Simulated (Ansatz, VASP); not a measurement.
# La2O3 in two plane-wave programs

One calculation is typed for both programs; each brings its own data sets and cutoff. How far apart do they land?

Calculated with Ansatz 0.2.0; plane waves, with VASP 6.6.1 beside it; dielectric response at LDA.

## (1) Set-up

Symmetry: P-3m1, No. 164, trigonal system. The conventional cell has a = 3.931 Å, b = 3.931 Å, c = 6.112 Å, α = 90.00°, β = 90.00°, γ = 120.00°. La has 7 O at 2.36 to 2.72 Å nearest. Nearest to O lie 4 La at 2.36 to 2.44 Å. O has 6 La at 2.72 Å nearest. Farther neighbours and most contacts between anions are not listed.

As a file:

```xyz
5
Lattice="3.9308 0.0000 0.0000 -1.9654 3.4042 0.0000 0.0000 0.0000 6.1120" Properties=species:S:1:pos:R:3 pbc="T T T"
La    1.9654    1.1347    4.6070
La    0.0000    2.2694    1.5050
O     1.9654    1.1347    2.1643
O     0.0000    2.2694    3.9477
O     0.0000    0.0000    0.0000
```

## (2) VASP: dielectric response, LDA

The response to a field tests empty states and converges slowly with the mesh.

Lines of VASP's logs that name or quote its potential files are left out, and so is its time.

The input, INCAR:

```
SYSTEM = La2O3
PREC = Accurate
ENCUT = 520
EDIFF = 1E-08
NELM = 120
ISMEAR = 0
SIGMA = 0.02
LREAL = .FALSE.
ALGO = Normal
GGA = CA
NBANDS = 26
LASPH = .TRUE.
LWAVE = .FALSE.
LCHARG = .FALSE.
KPAR = 12
LEPSILON = .TRUE.
```

The input, POSCAR:

```
La2O3
1.0
    3.9307778800      0.0000000000      0.0000000000
   -1.9653889400      3.4041535000      0.0000000000
    0.0000000000      0.0000000000      6.1119535200
La O
2 3
Direct
    0.6666666670      0.3333333330      0.7537643200
    0.3333333330      0.6666666670      0.2462356800
    0.6666666670      0.3333333330      0.3541093500
    0.3333333330      0.6666666670      0.6458906500
    0.0000000000      0.0000000000      0.0000000000
```

The input, KPOINTS:

```
Automatic mesh
0
Gamma
7 7 4
0 0 0
```

Potentials, in the order of the species: La and O (LDA family, release 64).

On the command line:

```bash
$ mpirun -np 12 vasp_std
```

Numbers of over 12 decimals in the logs are rounded to 6 here.

What it wrote:

```text
[banner, memory and clock lines left out]
running   12 mpi-ranks, on    1 nodes
 distrk:  each k-point on    1 cores,   12 groups
 distr:  one band on    1 cores,    1 groups

 POSCAR found type information on POSCAR LaO
 POSCAR found :  2 types and       5 ions
|                                                                             |
|           W    W    AA    RRRRR   N    N  II  N    N   GGGG   !!!           |
|           W    W   A  A   R    R  NN   N  II  NN   N  G    G  !!!           |
|           W    W  A    A  R    R  N N  N  II  N N  N  G       !!!           |
|           W WW W  AAAAAA  RRRRR   N  N N  II  N  N N  G  GGG   !            |
|           WW  WW  A    A  R   R   N   NN  II  N   NN  G    G                |
|           W    W  A    A  R    R  N    N  II  N    N   GGGG   !!!           |
|                                                                             |
|     For optimal performance we recommend to set                             |
|       NCORE = 2 up to number-of-cores-per-socket                            |
|     NCORE specifies how many cores store one orbital (NPAR=cpu/NCORE).      |
|     This setting can greatly improve the performance of VASP for DFT.       |
|     The default, NCORE=1 might be grossly inefficient on modern             |
|     multi-core architectures or massively parallel machines. Do your        |
|     Unfortunately you need to use the default for GW and RPA                |
|     calculations (for HF NCORE is supported but not extensively tested      |
|     yet).                                                                   |
|                                                                             |

 LDA part: xc-table for (Slater(with rela. corr.)+CA(PZ))
 , standard interpolation
 POSCAR, INCAR and KPOINTS ok, starting setup
 FFT: planning ... GRIDC
 FFT: planning ... GRID_SOFT
 FFT: planning ... GRID
 WAVECAR not read
 entering main loop
       N       E                     dE             d eps       ncg     rms          rms(c)
DAV:   1     0.465773310749E+03    0.46577E+03   -0.15576E+04  1496   0.235E+03
DAV:   2     0.794464597830E+02   -0.38633E+03   -0.37581E+03  2072   0.380E+02
DAV:   3    -0.345215457661E+02   -0.11397E+03   -0.11124E+03  2454   0.201E+02
DAV:   4    -0.504128681602E+02   -0.15891E+02   -0.15866E+02  2472   0.809E+01
DAV:   5    -0.514442081997E+02   -0.10313E+01   -0.10307E+01  2456   0.239E+01    0.145E+01
DAV:   6    -0.460934698153E+02    0.53507E+01   -0.50269E+01  2328   0.407E+01    0.764E+00
DAV:   7    -0.459198587316E+02    0.17361E+00   -0.59816E+00  2840   0.231E+01    0.336E+00
DAV:   8    -0.458380332249E+02    0.81826E-01   -0.57063E-01  2488   0.590E+00    0.123E+00
DAV:   9    -0.458188227440E+02    0.19210E-01   -0.78668E-02  2536   0.225E+00    0.371E-01
DAV:  10    -0.458197382689E+02   -0.91552E-03   -0.30473E-02  2536   0.114E+00    0.193E-01
DAV:  11    -0.458198578923E+02   -0.11962E-03   -0.83750E-03  2536   0.670E-01    0.116E-01
DAV:  12    -0.458197727589E+02    0.85133E-04   -0.23210E-03  2584   0.310E-01    0.365E-02
DAV:  13    -0.458197911999E+02   -0.18441E-04   -0.69882E-04  2456   0.172E-01    0.325E-02
DAV:  14    -0.458197720142E+02    0.19186E-04   -0.17567E-04  2624   0.107E-01    0.387E-03
DAV:  15    -0.458197729913E+02   -0.97714E-06   -0.11167E-05  2160   0.256E-02    0.300E-03
DAV:  16    -0.458197730404E+02   -0.49056E-07   -0.14766E-06  2848   0.109E-02    0.201E-03
DAV:  17    -0.458197730152E+02    0.25147E-07   -0.43232E-07  2320   0.445E-03    0.673E-04
DAV:  18    -0.458197730114E+02    0.38008E-08   -0.10308E-07  2288   0.245E-03    0.249E-04
DAV:  19    -0.458197730107E+02    0.70031E-09   -0.14951E-08  1472   0.132E-03
   1 F= -.45819773E+02 E0= -.45819773E+02  d E =-.758058E-38
 Linear response reoptimize wavefunctions to high precision
DAV:   1    -0.458197730113E+02   -0.62983E-09   -0.85177E-09  1912   0.109E-03
DAV:   2    -0.458197730115E+02   -0.16598E-09   -0.86234E-10  1440   0.438E-04
DAV:   3    -0.458197730115E+02    0.28194E-10   -0.50343E-10  1424   0.385E-04
 Linear response G [H, r] |phi>, progress :
  Direction:   1
       N       E                     dE             d eps       ncg     rms
RMM:   1    -0.145527486790E+03   -0.14553E+03    0.72794E+02  2516   0.278E+02
RMM:   2    -0.126314692411E+03    0.19213E+02   -0.10268E+02  2439   0.100E+02
RMM:   3    -0.137828732870E+03   -0.11514E+02   -0.91252E+01  3431   0.359E+01
RMM:   4    -0.139580299571E+03   -0.17516E+01   -0.92151E+00  3649   0.146E+01
RMM:   5    -0.140317774942E+03   -0.73748E+00   -0.39866E+00  3760   0.712E+00
RMM:   6    -0.140579126945E+03   -0.26135E+00   -0.12371E+00  3765   0.431E+00
RMM:   7    -0.140652030312E+03   -0.72903E-01   -0.44735E-01  3689   0.248E+00
[...]
RMM:   4    -0.888851856184E+00   -0.27255E-01   -0.49754E-03  3549   0.138E+00
RMM:   5    -0.896481140814E+00   -0.76293E-02    0.42302E-02  3819   0.873E-01
RMM:   6    -0.916655845620E+00   -0.20175E-01   -0.74387E-02  3895   0.573E-01
RMM:   7    -0.924116235665E+00   -0.74604E-02   -0.41580E-02  3870   0.327E-01
RMM:   8    -0.926007705167E+00   -0.18915E-02   -0.11682E-02  3776   0.189E-01
RMM:   9    -0.926675921163E+00   -0.66822E-03   -0.40591E-03  3741   0.124E-01
RMM:  10    -0.927021694831E+00   -0.34577E-03   -0.19166E-03  3687   0.899E-02
[...]
RMM:   4    -0.877233531270E+00   -0.29879E-01   -0.11167E-02  3521   0.157E+00
RMM:   5    -0.889685145614E+00   -0.12452E-01   -0.26687E-02  3731   0.101E+00
RMM:   6    -0.908941470551E+00   -0.19256E-01   -0.67821E-02  3810   0.524E-01
RMM:   7    -0.911000298640E+00   -0.20588E-02   -0.12636E-02  3829   0.274E-01
RMM:   8    -0.911701255614E+00   -0.70096E-03   -0.42686E-03  3750   0.175E-01
RMM:   9    -0.911967626449E+00   -0.26637E-03   -0.16005E-03  3723   0.114E-01
RMM:  10    -0.912075282397E+00   -0.10766E-03   -0.63408E-04  3633   0.801E-02
RMM:  11    -0.912118254265E+00   -0.42972E-04   -0.28111E-04  3603   0.559E-02
RMM:  12    -0.912139607551E+00   -0.21353E-04   -0.13588E-04  3569   0.421E-02
RMM:  13    -0.912149060379E+00   -0.94528E-05   -0.65861E-05  3521   0.326E-02
RMM:  14    -0.912153860003E+00   -0.47996E-05   -0.31316E-05  3521   0.261E-02
RMM:  15    -0.912156189883E+00   -0.23299E-05   -0.17133E-05  3441   0.226E-02
RMM:  16    -0.912157772613E+00   -0.15827E-05   -0.10165E-05  3424   0.201E-02
RMM:  17    -0.912158440435E+00   -0.66782E-06   -0.61918E-06  3394   0.180E-02
RMM:  18    -0.912158945788E+00   -0.50535E-06   -0.43330E-06  3388   0.174E-02
RMM:  19    -0.912159166611E+00   -0.22082E-06   -0.30810E-06  3361   0.163E-02
RMM:  20    -0.912159342219E+00   -0.17561E-06   -0.27708E-06  3349   0.161E-02
RMM:  21    -0.912159431762E+00   -0.89544E-07   -0.24220E-06  3350   0.157E-02
RMM:  22    -0.912159517014E+00   -0.85252E-07   -0.26668E-06  3362   0.155E-02
 change of polarisation eV/A/(eV/A) component  3 :     0.044    -0.011     1.824
 dielectric tensor                  component  3 :     0.097    -0.025     5.036
 Linear response to external field, progress :
  Direction:   1
       N       E                     dE             d eps       ncg     rms          rms(c)
RMM:   1    -0.299793890842E+00   -0.29979E+00   -0.10295E+01  3120   0.808E+01
RMM:   2    -0.734967480741E+00   -0.43517E+00    0.15850E-01  5225   0.805E+00    0.109E+00
RMM:   3    -0.826201364799E+00   -0.91234E-01   -0.78708E-02  5426   0.317E+00    0.680E-01
RMM:   4    -0.853455655774E+00   -0.27254E-01    0.23769E-02  6043   0.238E+00    0.181E-01
RMM:   5    -0.869635144907E+00   -0.16179E-01    0.40567E-02  7610   0.129E+00    0.122E-01
RMM:   6    -0.901973831398E+00   -0.32339E-01   -0.97280E-02  7841   0.914E-01    0.437E-02
RMM:   7    -0.911378853121E+00   -0.94050E-02   -0.50470E-02  8009   0.477E-01    0.638E-02
RMM:   8    -0.914174992711E+00   -0.27961E-02   -0.11423E-02  8351   0.249E-01    0.583E-02
RMM:   9    -0.915384788320E+00   -0.12098E-02   -0.43839E-03  8143   0.169E-01    0.555E-02
RMM:  10    -0.916255520268E+00   -0.87073E-03   -0.19504E-03  7846   0.133E-01    0.397E-02
RMM:  11    -0.918483215723E+00   -0.22277E-02   -0.10777E-03  7890   0.107E-01    0.180E-02
RMM:  12    -0.918172200509E+00    0.31102E-03   -0.55780E-04  7978   0.686E-02    0.293E-03
RMM:  13    -0.918066591773E+00    0.10561E-03   -0.35530E-04  8040   0.497E-02    0.742E-03
RMM:  14    -0.918247466239E+00   -0.18087E-03   -0.24936E-04  7756   0.400E-02    0.429E-03
[...]
RMM:  29    -0.918514602426E+00   -0.23826E-05   -0.53036E-05  7360   0.140E-02    0.404E-05
RMM:  30    -0.918514672577E+00   -0.70150E-07   -0.49558E-05  7372   0.140E-02    0.606E-05
RMM:  31    -0.918515237789E+00   -0.56521E-06   -0.46418E-05  7355   0.139E-02    0.627E-05
RMM:  32    -0.918515487715E+00   -0.24993E-06   -0.44007E-05  7387   0.139E-02    0.800E-05
RMM:  33    -0.918515424907E+00    0.62808E-07   -0.39851E-05  7394   0.139E-02    0.112E-04
RMM:  34    -0.918516102185E+00   -0.67728E-06   -0.37160E-05  7437   0.139E-02    0.101E-04
RMM:  35    -0.918516537797E+00   -0.43561E-06   -0.35596E-05  7442   0.139E-02    0.103E-04
RMM:  36    -0.918516743225E+00   -0.20543E-06   -0.33072E-05  7481   0.138E-02    0.113E-04
 change of polarisation eV/A/(eV/A) component  1 :     1.750     0.009     0.024
 dielectric tensor                  component  1 :     4.871     0.020     0.052
 Linear response to external field, progress :
  Direction:   2
       N       E                     dE             d eps       ncg     rms          rms(c)
RMM:   1    -0.299792143513E+00   -0.29979E+00   -0.10295E+01  3120   0.808E+01
RMM:   2    -0.736890875387E+00   -0.43710E+00    0.13978E-01  5240   0.805E+00    0.109E+00
RMM:   3    -0.825207156297E+00   -0.88316E-01   -0.80065E-02  5417   0.317E+00    0.683E-01
RMM:   4    -0.861762526546E+00   -0.36555E-01   -0.20355E-02  6079   0.232E+00    0.188E-01
RMM:   5    -0.876219638048E+00   -0.14457E-01    0.31211E-02  7652   0.121E+00    0.121E-01
RMM:   6    -0.906849630411E+00   -0.30630E-01   -0.82163E-02  7937   0.815E-01    0.428E-02
RMM:   7    -0.912490854361E+00   -0.56412E-02   -0.35405E-02  8150   0.424E-01    0.554E-02
RMM:   8    -0.914761760350E+00   -0.22709E-02   -0.10870E-02  8515   0.240E-01    0.503E-02
RMM:   9    -0.915380686148E+00   -0.61893E-03   -0.39189E-03  8289   0.163E-01    0.587E-02
RMM:  10    -0.916481967148E+00   -0.11013E-02   -0.18901E-03  7852   0.122E-01    0.445E-02
RMM:  11    -0.916562970803E+00   -0.81004E-04   -0.99753E-04  8000   0.895E-02    0.503E-02
 change of polarisation eV/A/(eV/A) component  2 :     0.009     1.747     0.000
 dielectric tensor                  component  2 :     0.020     4.865     0.001
 Linear response to external field, progress :
  Direction:   3
       N       E                     dE             d eps       ncg     rms          rms(c)
RMM:   1    -0.290475852352E+00   -0.29048E+00   -0.79869E+00  1459   0.745E+01
RMM:   2    -0.699074480239E+00   -0.40860E+00    0.43736E-01  2451   0.865E+00    0.111E+00
RMM:   3    -0.811428426031E+00   -0.11235E+00   -0.12390E-01  2646   0.342E+00    0.682E-01
RMM:   4    -0.847874350288E+00   -0.36446E-01   -0.47452E-02  2911   0.236E+00    0.212E-01
RMM:   5    -0.868383483248E+00   -0.20509E-01   -0.33878E-02  3469   0.122E+00    0.135E-01
RMM:   6    -0.892639820995E+00   -0.24256E-01   -0.76442E-02  3396   0.787E-01    0.443E-02
RMM:   7    -0.893788054597E+00   -0.11482E-02   -0.13917E-02  3598   0.364E-01    0.483E-02
RMM:   8    -0.895157562464E+00   -0.13695E-02   -0.41940E-03  3858   0.218E-01    0.415E-02
RMM:   9    -0.895484523931E+00   -0.32696E-03   -0.17241E-03  3817   0.142E-01    0.470E-02
 change of polarisation eV/A/(eV/A) component  3 :     0.046    -0.012     1.705
 dielectric tensor                  component  3 :     0.103    -0.026     4.772
 Born effective charges drift removed
```

From OUTCAR (step 2):

```text
ion  position               nearest neighbor table
   1  0.667  0.333  0.754-   4 2.36   4 2.36   4 2.36   3 2.44   5 2.72   5 2.72   5 2.72
   2  0.333  0.667  0.246-   3 2.36   3 2.36   3 2.36   4 2.44   5 2.72   5 2.72   5 2.72
   3  0.667  0.333  0.354-   2 2.36   2 2.36   2 2.36   1 2.44
   4  0.333  0.667  0.646-   1 2.36   1 2.36   1 2.36   2 2.44
   5  0.000  0.000  0.000-   1 2.72   2 2.72   2 2.72   1 2.72   1 2.72   2 2.72

  LATTYP: Found a hexagonal cell.
 ALAT       =     3.9307778800
 C/A-ratio  =     1.5548966913

 Subroutine GETGRP returns: Found 12 space group operations
 (whereof 12 operations were pure point group operations)

The static configuration has the point symmetry D_3d.

 Found     28 irreducible k-points:

   k-points           NKPTS =     28   k-points in BZ     NKDIM =     28   number of bands    NBANDS=     26

   dimension x,y,z NGX =    30 NGY =   30 NGZ =   48
   dimension x,y,z NGXF=    60 NGYF=   60 NGZF=   96

   ENCUT  =  520.0 eV  38.22 Ry    6.18 a.u.   7.31  7.31 11.36*2*pi/ulx,y,z

   NELECT =      40.0000    total number of electrons

 k-points in reciprocal lattice and weights: Automatic mesh
   0.00000000  0.00000000  0.00000000       0.005
   0.14285714 -0.00000000  0.00000000       0.031
   0.28571429  0.00000000  0.00000000       0.031
   0.42857143  0.00000000  0.00000000       0.031
   0.14285714  0.14285714  0.00000000       0.031
   0.28571429  0.14285714  0.00000000       0.061
   0.42857143  0.14285714  0.00000000       0.031
   0.28571429  0.28571429  0.00000000       0.031
   0.00000000  0.00000000  0.25000000       0.010
[...]
0.42857143  0.14285714  0.50000000       0.031
   0.28571429  0.28571429  0.50000000       0.031

 average (electrostatic) potential at core
       1 -95.1423       2 -95.1423       3 -68.2553       4 -68.2553       5 -67.7830

  Total       -3.3380369     -3.3380369     -3.0477501     -0.0000000      0.0000000     -0.0000000
  in kB      -65.3934177    -65.3934176    -59.7065887     -0.0000000      0.0000000     -0.0000000
  external PRESSURE =     -63.4978080 kB  Pullay stress =       0.0000000 kB

  energy-cutoff  :      520.00
  volume of cell :       81.78
      direct lattice vectors                 reciprocal lattice vectors
     3.930777880  0.000000000  0.000000000     0.254402571  0.146879393  0.000000000
    -1.965388940  3.404153500  0.000000000     0.000000000  0.293758786  0.000000000
     0.000000000  0.000000000  6.111953520     0.000000000  0.000000000  0.163613810

 POSITION                                       TOTAL-FORCE (eV/Angst)
 -----------------------------------------------------------------------------------
      1.96539      1.13472      4.60697        -0.000000     -0.000000     -0.159449
     -0.00000      2.26944      1.50498         0.000000      0.000000      0.159449
      1.96539      1.13472      2.16430         0.000000     -0.000000      0.015190
     -0.00000      2.26944      3.94765        -0.000000      0.000000     -0.015190
      0.00000      0.00000      0.00000        -0.000000      0.000000      0.000000
 -----------------------------------------------------------------------------------
    total drift:                               -0.000000      0.000000     -0.000000

 MACROSCOPIC STATIC DIELECTRIC TENSOR (including local field effects in DFT)
 ------------------------------------------------------
           4.867756    -0.000000     0.000000
           0.000000     4.867756    -0.000000
           0.000000    -0.000000     4.771780
 ------------------------------------------------------

 PIEZOELECTRIC TENSOR (including local field effects)  for field in x, y, z        (C/m^2)
          XX          YY          ZZ          XY          YZ          ZX
  --------------------------------------------------------------------------------
  x     0.00000     0.00000     0.00000     0.00000     0.00000     0.00000
  y     0.00000     0.00000     0.00000     0.00000     0.00000     0.00000
  z     0.00000     0.00000     0.00000     0.00000     0.00000     0.00000

 BORN EFFECTIVE CHARGES (including local field effects) (in |e|, cummulative output)
 ---------------------------------------------------------------------------------
 ion    1
    1     4.19496     0.00000     0.00000
    2     0.00000     4.19496     0.00000
    3     0.00000     0.00000     3.78552
 ion    2
    1     4.19496     0.00000     0.00000
    2     0.00000     4.19496     0.00000
    3     0.00000     0.00000     3.78552
 ion    3
    1    -2.83274     0.00000     0.00000
    2     0.00000    -2.83274     0.00000
    3     0.00000     0.00000    -2.49418
 ion    4
    1    -2.83274     0.00000     0.00000
    2     0.00000    -2.83274     0.00000
    3     0.00000     0.00000    -2.49418
 ion    5
    1    -2.72445     0.00000     0.00000
    2     0.00000    -2.72445     0.00000
    3     0.00000     0.00000    -2.58269
```

Energies printed during the response cycles are not total energies of the cell.

(Part 1 of 2 ends here.)

[Lines on the potential files, build, host, timing and source positions are cut from VASP's logs without a mark.]

[Logs are printed without paths, hosts, clocks, repeated set-up lines and the standing remarks that a program may print on its own settings, such as how far it seeks lower states.]

[Hosts, paths, dates, database ids (printed as entryN), source tags and the programs' standing remarks are cut or masked in the printed files.]
